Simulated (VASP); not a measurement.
These are PBEsol GGA, VASP's PBE PAW potentials (set 64) (plane waves; VASP 6.6.1) values and carry that method's errors.

Input for VASP

**KPOINTS**
```
Regular mesh
0
Gamma
 11 11 6
0 0 0
```

File POSCAR:
```
ZnO
1
    3.2381934389     0.0000000000     0.0000000000
   -1.6190967195     2.8043582134     0.0000000000
    0.0000000000     0.0000000000     5.2238605491
Zn O
2 2
Direct
  0.3333330000   0.6666670000   0.0000000000
  0.6666670000   0.3333330000   0.5000000000
  0.3333330000   0.6666670000   0.3820000000
  0.6666670000   0.3333330000   0.8820000000
```

INCAR:
```
NSW = 20   ! most ionic steps
LREAL = .False.   ! projection in real space or not
GGA = PS   ! PBEsol
LASPH = .True.   ! aspherical one-centre terms
EDIFFG = -0.03   ! ionic stop
SYSTEM = ZnO
LMAXMIX = 4
ISIF = 2   ! forces and stress, cell fixed
EDIFF = 1E-5   ! SCF stop (eV)
SIGMA = 0.05   ! width (eV)
NELM = 100
IBRION = 2
LCHARG = .False.
NELMIN = 4
ENCUT = 450   ! plane-wave cut-off (eV)
ISMEAR = 0   ! Gaussian
PREC = Normal
LWAVE = .False.
ALGO = Fast   ! Davidson, then RMM-DIIS
```

POTCAR, in this order: Zn O (PBE.64 set). Program: vasp_std.

The resulting files:

**OSZICAR**
```
       N       E                     dE             d eps       ncg     rms          rms(c)
DAV:   1     0.262408494864E+03    0.26241E+03   -0.17429E+04  2848   0.217E+03
DAV:   2     0.466516933933E+01   -0.25774E+03   -0.24852E+03  3008   0.408E+02
DAV:   3    -0.217514979435E+02   -0.26417E+02   -0.26232E+02  3308   0.143E+02
DAV:   4    -0.222035936146E+02   -0.45210E+00   -0.45179E+00  3098   0.202E+01
DAV:   5    -0.222070627953E+02   -0.34692E-02   -0.34691E-02  3284   0.166E+00    0.145E+01
RMM:   6    -0.194318219978E+02    0.27752E+01   -0.10338E+01  2816   0.214E+01    0.112E+01
RMM:   7    -0.194544600976E+02   -0.22638E-01   -0.14813E+00  2816   0.118E+01    0.454E+00
RMM:   8    -0.194213231184E+02    0.33137E-01   -0.21414E-01  2816   0.405E+00    0.269E+00
RMM:   9    -0.194188719236E+02    0.24512E-02   -0.73470E-02  2816   0.294E+00    0.322E-01
RMM:  10    -0.194174757074E+02    0.13962E-02   -0.26088E-02  2829   0.901E-01    0.138E-01
RMM:  11    -0.194179354238E+02   -0.45972E-03   -0.49940E-03  2878   0.667E-01    0.120E-01
RMM:  12    -0.194178563864E+02    0.79037E-04   -0.15655E-03  2856   0.245E-01    0.454E-02
RMM:  13    -0.194178803087E+02   -0.23922E-04   -0.45151E-04  2725   0.109E-01    0.466E-02
RMM:  14    -0.194178816500E+02   -0.13413E-05   -0.63611E-05  1875   0.505E-02
   1 F= -.19417882E+02 E0= -.19417882E+02  d E =-.194179E+02
       N       E                     dE             d eps       ncg     rms          rms(c)
DAV:   1    -0.194181149645E+02   -0.23466E-03   -0.43117E-01  3242   0.525E+00    0.139E-01
RMM:   2    -0.194189943445E+02   -0.87938E-03   -0.92744E-03  2816   0.895E-01    0.899E-02
RMM:   3    -0.194190656799E+02   -0.71335E-04   -0.10400E-03  2816   0.299E-01    0.403E-02
RMM:   4    -0.194190686382E+02   -0.29583E-05   -0.11914E-04  2515   0.111E-01    0.247E-02
RMM:   5    -0.194190680179E+02    0.62033E-06   -0.22259E-05  1715   0.501E-02
   2 F= -.19419068E+02 E0= -.19419068E+02  d E =-.118637E-02
       N       E                     dE             d eps       ncg     rms          rms(c)
DAV:   1    -0.194187618518E+02    0.30679E-03   -0.23012E-01  2828   0.383E+00    0.104E-01
RMM:   2    -0.194192530849E+02   -0.49123E-03   -0.51695E-03  2816   0.669E-01    0.690E-02
RMM:   3    -0.194192947668E+02   -0.41682E-04   -0.59793E-04  2794   0.226E-01    0.303E-02
RMM:   4    -0.194192975044E+02   -0.27376E-05   -0.75437E-05  2368   0.864E-02
   3 F= -.19419298E+02 E0= -.19419298E+02  d E =-.141585E-02
```

OUTCAR:
```
------------------------ aborting loop because EDIFF is reached ----------------------------------------
  FORCE on cell =-STRESS in cart. coord.  units (eV):
  Direction    XX          YY          ZZ          XY          YZ          ZX
  --------------------------------------------------------------------------------------
  Total       -0.4206513     -0.4206514     -0.3769525      0.0000000     -0.0000000     -0.0000000
  in kB      -14.2070832    -14.2070875    -12.7312010      0.0000000     -0.0000000     -0.0000000
  external PRESSURE =     -13.7151239 kB  Pullay stress =       0.0000000 kB
  volume of cell :       47.44
      direct lattice vectors                 reciprocal lattice vectors
     3.238193439  0.000000000  0.000000000     0.308814164  0.178293913  0.000000000
    -1.619096719  2.804358213  0.000000000     0.000000000  0.356587826  0.000000000
     0.000000000  0.000000000  5.223860549     0.000000000  0.000000000  0.191429306
  FREE ENERGIE OF THE ION-ELECTRON SYSTEM (eV)
  ---------------------------------------------------
  free  energy   TOTEN  =       -19.4192975044 eV

  energy  without entropy=      -19.4192975044  energy(sigma->0) =      -19.41929750

 reached required accuracy - stopping structural energy minimisation
```
(Selected blocks of OUTCAR.)

CONTCAR:
```
ZnO
   1.00000000000000
     3.2381934389000002    0.0000000000000000    0.0000000000000000
    -1.6190967194999999    2.8043582134000000    0.0000000000000000
     0.0000000000000000    0.0000000000000000    5.2238605491000003
  Zn              O
     2     2
Direct
     0.3333330000000032    0.6666669999999968    0.0014919110821685
     0.6666669999999968    0.3333330000000032    0.5014919110821685
     0.3333330000000032    0.6666669999999968    0.3805080889178294
     0.6666669999999968    0.3333330000000032    0.8805080889178294
```

At this cut-off the stress carries a Pulay error, which pulls relaxed volumes low.

The compound is ZnO in the wurtzite structure. This run relaxes the ions in a fixed cell. Symmetry was kept, so distortions that lower it aren't found.
